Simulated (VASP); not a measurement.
OSZICAR of a VASP run on PbO:

### OSZICAR
```
       N       E                     dE             d eps       ncg     rms          rms(c)
DAV:   1     0.429707936999E+03    0.42971E+03   -0.15682E+04  1088   0.119E+03
DAV:   2     0.464947862099E+02   -0.38321E+03   -0.36712E+03  1136   0.385E+02
DAV:   3    -0.237663296674E+02   -0.70261E+02   -0.69228E+02  1344   0.199E+02
DAV:   4    -0.268925096457E+02   -0.31262E+01   -0.31154E+01  1296   0.516E+01
DAV:   5    -0.269746402369E+02   -0.82131E-01   -0.82084E-01  1280   0.802E+00    0.123E+01
DAV:   6    -0.221513293491E+02    0.48233E+01   -0.23709E+01  1536   0.466E+01    0.457E+00
DAV:   7    -0.222266059272E+02   -0.75277E-01   -0.30537E+00  1296   0.134E+01    0.293E+00
DAV:   8    -0.221962911401E+02    0.30315E-01   -0.12301E+00  1616   0.115E+01    0.166E+00
DAV:   9    -0.221194922651E+02    0.76799E-01   -0.30300E-01  1552   0.655E+00    0.475E-01
DAV:  10    -0.221244000204E+02   -0.49078E-02   -0.41133E-02  1368   0.136E+00    0.211E-01
DAV:  11    -0.221257964804E+02   -0.13965E-02   -0.34725E-03  1336   0.661E-01    0.119E-01
DAV:  12    -0.221241764162E+02    0.16201E-02   -0.41132E-03  1400   0.695E-01    0.102E-01
DAV:  13    -0.221243878331E+02   -0.21142E-03   -0.54935E-04  1264   0.339E-01    0.594E-02
DAV:  14    -0.221241977486E+02    0.19008E-03   -0.11550E-03  1512   0.335E-01    0.412E-02
DAV:  15    -0.221241623998E+02    0.35349E-04   -0.20687E-04  1536   0.214E-01    0.255E-02
DAV:  16    -0.221242741505E+02   -0.11175E-03   -0.13033E-04  1352   0.122E-01    0.126E-02
DAV:  17    -0.221245180899E+02   -0.24394E-03   -0.52890E-05  1392   0.104E-01    0.964E-03
DAV:  18    -0.221246033996E+02   -0.85310E-04   -0.12997E-05  1008   0.441E-02    0.550E-03
DAV:  19    -0.221246686151E+02   -0.65215E-04   -0.41925E-06   888   0.166E-02    0.335E-03
DAV:  20    -0.221247656535E+02   -0.97038E-04   -0.16218E-05  1008   0.371E-02    0.394E-03
DAV:  21    -0.221247679600E+02   -0.23065E-05   -0.10364E-06   792   0.125E-02    0.133E-03
DAV:  22    -0.221247702613E+02   -0.23013E-05   -0.83537E-07   752   0.723E-03    0.109E-03
DAV:  23    -0.221247709339E+02   -0.67260E-06   -0.18371E-07   672   0.692E-03
   1 F= -.22124771E+02 E0= -.22124771E+02  d E =-.753485E-13  mag=    -0.0000    -0.0000    -0.0000
```

Task: Which electronic solver shows in the log?

Result: It is blocked Davidson (ALGO = Normal, or the opening steps of other solvers). The INCAR had ALGO = Normal.

Task: How was spin treated?

Result: With non-collinear spinors: mag has three components.

Task: Can the final energy be trusted as converged?

Result: Self-consistency was reached. It stopped with EDIFF = 1E-6, NELM = 100 (PBE GGA with spin-orbit coupling, plane waves, VASP's PBE PAW potentials (set 64)).  The cell holds a wide vacuum, so values per volume refer to the whole cell.

The cell is a sheet with vacuum, built from a generated structure.
